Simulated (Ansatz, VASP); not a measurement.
# Ag (Silver) in two plane-wave programs, part 2 of 2

One calculation is typed for both programs; each brings its own data sets. How far apart do they land? The cell is taken from a series of runs on this material, whose earlier steps may have relaxed, scaled, displaced or heated it; both programs get it as it stands.

VASP 6.6.1 and Ansatz 0.2.0.

So far: The structure; Ansatz: elastic constants, PBE.

## (3) VASP: elastic constants, PBE

Level of this step: PBE; plane waves and PAW (Ag) (VASP).

The same cell, functional, mesh and smearing now go to VASP, with its own data sets.

Lines of VASP's logs that name or quote its potential files are left out, and so is its time.

File INCAR:

```
SYSTEM = Ag
PREC = Accurate
ENCUT = 500
EDIFF = 1E-08
NELM = 120
ISMEAR = -1
SIGMA = 0.15
LREAL = .FALSE.
ALGO = Normal
GGA = PE
NBANDS = 11
LASPH = .TRUE.
LORBIT = 11
LWAVE = .FALSE.
LCHARG = .FALSE.
ISIF = 3
IBRION = 6
NFREE = 2
POTIM = 0.015
NSW = 1
GGA_COMPAT = .FALSE.
KPAR = 2
```

File POSCAR:

```
Ag
1.0
    0.0000000000      2.0744540621      2.0744540621
    2.0744540621      0.0000000000      2.0744540621
    2.0744540621      2.0744540621      0.0000000000
Ag
1
Direct
    0.0000000000      0.0000000000      0.0000000000
```

File KPOINTS:

```
Automatic mesh
0
Gamma
22 22 22
0 0 0
```

Potentials, in the order of the species: Ag (PBE family, release 64).

The run is started by

```
$ mpirun -np 2 vasp_std
```

Numbers of over 12 decimals in the logs are rounded to 6 here.

The program printed:

```text
[banner, memory and clock lines left out]
running    2 mpi-ranks, on    1 nodes
 distrk:  each k-point on    1 cores,    2 groups
 distr:  one band on    1 cores,    1 groups

 POSCAR found type information on POSCAR Ag
 POSCAR found :  1 types and       1 ions
 LDA part: xc-table for (Slater+PW92), standard interpolation
 POSCAR, INCAR and KPOINTS ok, starting setup
 FFT: planning ... GRIDC
 FFT: planning ... GRID_SOFT
 FFT: planning ... GRID
 WAVECAR not read
 entering main loop
       N       E                     dE             d eps       ncg     rms          rms(c)
DAV:   1     0.486497898695E+02    0.48650E+02   -0.53820E+03  7328   0.865E+02
DAV:   2    -0.232070020538E+01   -0.50970E+02   -0.48397E+02  8002   0.194E+02
DAV:   3    -0.296829790681E+01   -0.64760E+00   -0.64721E+00  8235   0.241E+01
DAV:   4    -0.297018915477E+01   -0.18912E-02   -0.18912E-02  7873   0.134E+00
DAV:   5    -0.297020498608E+01   -0.15831E-04   -0.15831E-04  8191   0.114E-01    0.464E+00
DAV:   6    -0.273742092819E+01    0.23278E+00   -0.10068E+00  7666   0.943E+00    0.308E+00
DAV:   7    -0.273096632292E+01    0.64546E-02   -0.78239E-03  8086   0.872E-01    0.176E+00
DAV:   8    -0.272846870988E+01    0.24976E-02   -0.70415E-04  7825   0.219E-01    0.693E-02
DAV:   9    -0.272847809412E+01   -0.93842E-05   -0.90224E-06  8142   0.245E-02    0.209E-02
DAV:  10    -0.272848348668E+01   -0.53926E-05   -0.39832E-06  7921   0.205E-02    0.377E-03
DAV:  11    -0.272848318832E+01    0.29836E-06   -0.82215E-08  8260   0.254E-03    0.725E-04
DAV:  12    -0.272848313977E+01    0.48556E-07   -0.39384E-09  4998   0.589E-04    0.821E-05
DAV:  13    -0.272848314259E+01   -0.28194E-08   -0.12249E-10  4130   0.114E-04
   1 F= -.27284831E+01 E0= -.27190424E+01  d E =-.188815E-01
[... from here on, the cycles between the ionic steps are left out ...]
   2 F= -.27269573E+01 E0= -.27173804E+01  d E =-.191538E-01
   3 F= -.27272529E+01 E0= -.27179013E+01  d E =-.187032E-01
   7 F= -.27272529E+01 E0= -.27179013E+01  d E =-.187032E-01
   8 F= -.27279396E+01 E0= -.27184567E+01  d E =-.189658E-01
   9 F= -.27279397E+01 E0= -.27184568E+01  d E =-.189658E-01
  10 F= -.27279395E+01 E0= -.27184566E+01  d E =-.189658E-01
  11 F= -.27279397E+01 E0= -.27184568E+01  d E =-.189658E-01
  12 F= -.27279395E+01 E0= -.27184566E+01  d E =-.189658E-01
  13 F= -.27279397E+01 E0= -.27184568E+01  d E =-.189658E-01
  14 F= -.27284832E+01 E0= -.27190425E+01  d E =-.188815E-01
 Finite differences progress:
  Degree of freedom:   7/  7
  Displacement:        1/  2
  Total:              13/ 14
 bond charge predicted
       N       E                     dE             d eps       ncg     rms          rms(c)
DAV:   1    -0.272672391241E+01    0.17593E-02   -0.58825E+00  7216   0.168E+01    0.730E-02
DAV:   2    -0.272867646505E+01   -0.19526E-02   -0.21319E-02  7435   0.155E+00    0.462E-02
DAV:   3    -0.272849321755E+01    0.18325E-03   -0.42640E-04  8181   0.164E-01    0.137E-02
DAV:   4    -0.272848325806E+01    0.99595E-05   -0.28129E-05  7738   0.402E-02    0.503E-03
DAV:   5    -0.272848313936E+01    0.11870E-06   -0.11721E-06  8260   0.978E-03    0.984E-04
DAV:   6    -0.272848319621E+01   -0.56853E-07   -0.14584E-08  7689   0.127E-03    0.218E-04
DAV:   7    -0.272848320842E+01   -0.12209E-07   -0.13188E-09  4214   0.345E-04    0.253E-05
DAV:   8    -0.272848321217E+01   -0.37487E-08   -0.28252E-11  3875   0.591E-05
  15 F= -.27284832E+01 E0= -.27190425E+01  d E =-.188815E-01
 Finite differences progress:
  Degree of freedom:   7/  7
  Displacement:        2/  2
  Total:              14/ 14
```

OUTCAR, selected parts (step 3):

```text
ion  position               nearest neighbor table
   1  0.000  0.000  0.000-

  LATTYP: Found a face centered cubic cell.
 ALAT       =     4.1489081242

 Subroutine GETGRP returns: Found 48 space group operations
 (whereof 48 operations were pure point group operations)

The static configuration has the point symmetry O_h .

 Found    328 irreducible k-points:

   k-points           NKPTS =    328   k-points in BZ     NKDIM =    328   number of bands    NBANDS=     11

   dimension x,y,z NGX =    24 NGY =   24 NGZ =   24
   dimension x,y,z NGXF=    48 NGYF=   48 NGZF=   48

   ENCUT  =  500.0 eV  36.75 Ry    6.06 a.u.   5.35  5.35  5.35*2*pi/ulx,y,z

   NELECT =      11.0000    total number of electrons

 k-points in reciprocal lattice and weights: Automatic mesh
   0.00000000  0.00000000  0.00000000       0.000
   0.04545455  0.00000000  0.00000000       0.001
   0.09090909  0.00000000  0.00000000       0.001
   0.13636364  0.00000000  0.00000000       0.001
   0.18181818  0.00000000  0.00000000       0.001
   0.22727273  0.00000000  0.00000000       0.001
   0.27272727  0.00000000  0.00000000       0.001
   0.31818182  0.00000000  0.00000000       0.001
   0.36363636  0.00000000  0.00000000       0.001
[...]
-0.27272727  0.45454545  0.22727273       0.002
  -0.27272727  0.50000000  0.22727273       0.001

 average (electrostatic) potential at core
       1 -71.2798

 E-fermi :   7.8412

 k-point     1 :       0.0000    0.0000    0.0000
  band No.  band energies     occupation
    ...
      2       3.1606      2.00000
      3       3.1606      2.00000
      4       3.1606      2.00000
      5       4.1128      2.00000
      6       4.1128      2.00000
      7      23.7235      0.00000
      8      27.0292      0.00000
      9      27.0292      0.00000
     10      27.0292      0.00000
     11      31.7275      0.00000

 k-point     2 :       0.0455    0.0000    0.0000
  band No.  band energies     occupation
    ...
      2       3.1466      2.00000
      3       3.1775      2.00000
      4       3.1775      2.00000
      5       4.1063      2.00000
      6       4.1063      2.00000
      7      23.7307      0.00000
      8      26.4329      0.00000
      9      27.0462      0.00000
     10      27.0462      0.00000
     11      31.8218      0.00000

 k-point     3 :       0.0909    0.0000    0.0000
  band No.  band energies     occupation
    ...
      2       3.1110      2.00000
      3       3.2239      2.00000
      4       3.2239      2.00000
      5       4.0911      2.00000
      6       4.0911      2.00000
      7      23.6170      0.00000
      8      25.2757      0.00000
      9      27.0875      0.00000
     10      27.0875      0.00000
     11      31.2327      0.00000

  Total       -0.0121857     -0.0121857     -0.0121857     -0.0000000      0.0000000      0.0000000
  in kB       -1.0935029     -1.0935029     -1.0935029     -0.0000000      0.0000000      0.0000000
  external PRESSURE =      -1.0935029 kB  Pullay stress =       0.0000000 kB

  energy-cutoff  :      500.00
  volume of cell :       17.85
      direct lattice vectors                 reciprocal lattice vectors
     0.000000000  2.074454062  2.074454062    -0.241027270  0.241027270  0.241027270
     2.074454062  0.000000000  2.074454062     0.241027270 -0.241027270  0.241027270
     2.074454062  2.074454062  0.000000000     0.241027270  0.241027270 -0.241027270

 POSITION                                       TOTAL-FORCE (eV/Angst)
 -----------------------------------------------------------------------------------
     -0.01500      0.00000      0.00000        -0.000000     -0.000000      0.000000
 -----------------------------------------------------------------------------------
    total drift:                                0.000010     -0.000000     -0.000000

  FREE ENERGIE OF THE ION-ELECTRON SYSTEM (eV)
  ---------------------------------------------------
  free  energy   TOTEN  =        -2.7284832122 eV

  energy  without entropy=       -2.7096016976  energy(sigma->0) =       -2.71904245

  SYMMETRIZED ELASTIC MODULI (kBar)
 Direction    XX          YY          ZZ          XY          YZ          ZX
 --------------------------------------------------------------------------------
 XX        1100.2379    789.8801    789.8801      0.0000      0.0000     -0.0000
 YY         789.8801   1100.2379    789.8801     -0.0000      0.0000     -0.0000
 ZZ         789.8801    789.8801   1100.2379     -0.0000      0.0000      0.0000
 XY           0.0000     -0.0000     -0.0000    437.2206      0.0000      0.0000
 YZ           0.0000      0.0000      0.0000      0.0000    437.2206      0.0000
 ZX          -0.0000     -0.0000      0.0000      0.0000      0.0000    437.2206
 --------------------------------------------------------------------------------

 Eigenvectors and eigenvalues of the dynamical matrix
 ----------------------------------------------------

   1 f/i=    0.000000 THz     0.000000 2PiTHz    0.000000 cm-1     0.000000 meV
             X         Y         Z           dx          dy          dz
      0.000000  0.000000  0.000000    -0.946323    0.323221    0.000000

   2 f/i=    0.000000 THz     0.000000 2PiTHz    0.000000 cm-1     0.000000 meV
             X         Y         Z           dx          dy          dz
      0.000000  0.000000  0.000000     0.000000    0.000000    1.000000

   3 f/i=    0.000000 THz     0.000000 2PiTHz    0.000000 cm-1     0.000000 meV
             X         Y         Z           dx          dy          dz
      0.000000  0.000000  0.000000    -0.323221   -0.946323    0.000000

 ELASTIC MODULI CONTR FROM IONIC RELAXATION (kBar)
 Direction    XX          YY          ZZ          XY          YZ          ZX
 --------------------------------------------------------------------------------
 XX           0.0000      0.0000      0.0000      0.0000      0.0000      0.0000
 YY           0.0000      0.0000      0.0000      0.0000      0.0000      0.0000
 ZZ           0.0000      0.0000      0.0000      0.0000      0.0000      0.0000
 XY           0.0000      0.0000      0.0000      0.0000      0.0000      0.0000
 YZ           0.0000      0.0000      0.0000      0.0000      0.0000      0.0000
 ZX           0.0000      0.0000      0.0000      0.0000      0.0000      0.0000
 --------------------------------------------------------------------------------

 TOTAL ELASTIC MODULI (kBar)
 Direction    XX          YY          ZZ          XY          YZ          ZX
 --------------------------------------------------------------------------------
 XX        1100.2379    789.8801    789.8801      0.0000      0.0000     -0.0000
 YY         789.8801   1100.2379    789.8801     -0.0000      0.0000     -0.0000
 ZZ         789.8801    789.8801   1100.2379     -0.0000      0.0000      0.0000
 XY           0.0000     -0.0000     -0.0000    437.2206      0.0000      0.0000
 YZ           0.0000      0.0000      0.0000      0.0000    437.2206      0.0000
 ZX          -0.0000     -0.0000      0.0000      0.0000      0.0000    437.2206
 --------------------------------------------------------------------------------

 total charge
# of ion       s       p       d       tot
------------------------------------------
    1        0.407   0.271   9.157   9.835

[... 3 further parts left out ...]
```

This run has no spin polarisation. Its electron count is odd, so without a moment it is a metal by construction.

Levels, forces or a CONTCAR printed for this step are those of its last displaced cell, not of the structure at rest.

## (4) Side by side

Known differences besides the potentials themselves: the data sets hold 19 valence electrons in Ansatz (on its PAW soft_1 files) and 11 in VASP; the cutoff is 420 eV in Ansatz and 500 eV in VASP; VASP takes each elastic constant from one size of strain, Ansatz from those that its log lists. Total energies have different zeros and are not compared.

Compared:

```
 quantity  Ansatz   VASP  difference
C11 (GPa)   112.6  110.0     +2.36 %
C22 (GPa)   112.6  110.0     +2.36 %
C33 (GPa)   112.6  110.0     +2.36 %
C12 (GPa)    80.3   79.0     +1.68 %
C13 (GPa)    80.3   79.0     +1.68 %
C23 (GPa)    80.3   79.0     +1.68 %
C44 (GPa)    44.6   43.7     +2.05 %
C55 (GPa)    44.6   43.7     +2.05 %
C66 (GPa)    44.6   43.7     +2.05 %
```

## (5) Results

```yaml
difference_in_c11_elastic_constants_pbe: 2.4 %
```

The difference in C11 is 2.4 % (elastic constants, PBE), within the 5 % picked in this series as the mark of a large difference. The data sets hold unlike numbers of valence electrons (19 in Ansatz and 11 in VASP), so part of the differences comes from the potentials. Such differences can come from data sets, numerical settings and the points named under the comparisons, not from the functional's error against experiment.

[Lines on the potential files, build, host, timing and source positions are cut from VASP's logs without a mark.]

[Logs are printed without paths, hosts, clocks, repeated set-up lines and the standing remarks that a program may print on its own settings, such as how far it seeks lower states.]

[Hosts, paths, dates, database ids (printed as entryN), source tags and the programs' standing remarks are cut or masked in the printed files.]
